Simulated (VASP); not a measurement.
A cell of Ag (fcc) near equilibrium:

```
CELL_PARAMETERS angstrom
      0.00000     2.07058     2.07058
      2.07058     0.00000     2.07058
      2.07058     2.07058     0.00000
ATOMIC_POSITIONS crystal
  Ag 0.00000 0.00000 0.00000
```

Computed with PBE GGA, VASP's PBE PAW potentials (set 64) (plane waves; VASP).

```tsv
run	ΔE (meV/atom)	σxx	σyy	σzz	largest shear component, with its sign (GPa)	largest force (eV/Å)
as it is	0.0	0.41	0.41	0.41	0.00	0.000
after one change	31.4	-5.95	-5.95	-5.95	0.00	0.000
```
Stress is in GPa, positive when the cell is compressed.

Q: Name the change that produced these shifts.
A. isotropic strain of +3.0 %
B. uniaxial strain of +0.5 % along z
C. biaxial strain of +1.0 % in the xy plane
D. uniaxial strain of -0.5 % along y

A: A, isotropic strain of +3.0 %

The compound is Ag in the fcc structure.
